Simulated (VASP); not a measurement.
VASP runs on SnSe (space group Pnma) share one base input (PBE GGA, plane waves, VASP's PBE PAW potentials (set 64)) and change the settings named in each case.

INCAR:
```
ALGO=Normal
EDIFF=1E-6
ENCUT=300
GGA=PE
ISIF=2
ISMEAR=0
LASPH=.TRUE.
LCHARG=.FALSE.
LMAXMIX=4
LREAL=.FALSE.
LWAVE=.FALSE.
NELM=100
PREC=Accurate
SIGMA=0.05
SYSTEM=SnSe
```

### KPOINTS
```
kpoints
0
gamma
  2 5 5
0 0 0
```

POSCAR:
```
SnSe
11.6679590
  1.0000000000   0.0000000000   0.0000000000
  0.0000000000   0.3537455008   0.0000000000
  0.0000000000   0.0000000000   0.4030113579
Sn Se
4 4
Cart
  0.6187900000   0.2653091256   0.1517539268
  0.3812100000   0.0884363752   0.2512574311
  0.8812100000   0.0884363752   0.3532596057
  0.1187900000   0.2653091256   0.0497517521
  0.1485500000   0.0884363752   0.2052053232
  0.8514500000   0.2653091256   0.1978060347
  0.3514500000   0.2653091256   0.0036996443
  0.6485500000   0.0884363752   0.3993117136
```

POTCAR, in this order: Sn_d Se (PBE.64 set). Program: vasp_std.

```
change                                                                               E(σ→0) (eV/atom)  pressure (GPa)  largest force (eV/Å)
-----------------------------------------------------------------------------------  ----------------  --------------  --------------------
base run                                                                                      -4.1030            0.87                 0.201
EDIFF = 1E-09, ENCUT = 420, KPOINTS 3×7×7 Γ-centred mesh                                      -4.1055            1.07                 0.219
ENCUT = 180, KPOINTS 3×3×3 Γ-centred mesh                                                     -3.8853          -26.09                 0.255
KPOINTS 4×4×4 Γ-centred mesh                                                                  -4.1093               …                     …
ENCUT = 150, GGA removed, KPOINTS 2×2×2 Γ-centred mesh, POTCAR Sn_d Se (LDA.64 set)           -2.6985         -122.40                 0.728
EDIFF = 1E-04, ENCUT = 150, KPOINTS 4×4×4 Γ-centred mesh                                      -2.1978         -117.23                 0.304
```

### Question
What belongs in the gaps?

### Answer

- KPOINTS 4×4×4 Γ-centred mesh, pressure (GPa): 0.80
- KPOINTS 4×4×4 Γ-centred mesh, largest force (eV/Å): 0.224

Energies of different potentials or functionals have different zeros.  Unless said otherwise, spin-orbit coupling is left out, though it shifts the bands of the heavy elements here. At 300 eV the pressure can carry a Pulay error.

Left out are runs that ran out of time, are held back, or changed the cell or the kind of run, fixed moments of cells without a moment, rows past the twelfth, gaps on odd meshes, pressures of charged cells and columns that move by less than the noise.

The structure comes from a computed database's SnSe entry; how it stands against other phases isn't given here. The cell was not relaxed at this level, forces remain on its atoms, its lattice was scaled by up to 2.5 %.
